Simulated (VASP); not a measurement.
Here is the system:

```yaml
crystal:
  lattice:
    - [0.00000, 2.67836, 2.67836]
    - [2.67836, 0.00000, 2.67836]
    - [2.67836, 2.67836, 0.00000]
  atoms:
    - { symbol: Si, position: [0.25000, 0.25000, 0.25000] }
    - { symbol: Si, position: [0.75000, 0.75000, 0.75000] }
    - { symbol: Ni, position: [0.00000, 0.00000, 0.00000] }
```

Computed with LDA (Ceperley-Alder, Perdew-Zunger), VASP's LDA PAW potentials (set 64) (plane waves; VASP). Settings: 520 eV cut-off, Gaussian smearing of 0.050 eV, potentials Si Ni.

Predict the band gap (along the path) with the smallest direct gap where there is one.

* **band gap (along the path)**: none (metal, semimetal or under 0.01 eV)

Total energies compare only between runs with the same potentials, cut-off and functional.

The compound is NiSi2 in the fluorite structure. It was relaxed first. The run is not spin-polarised, so no magnetic state was tried.
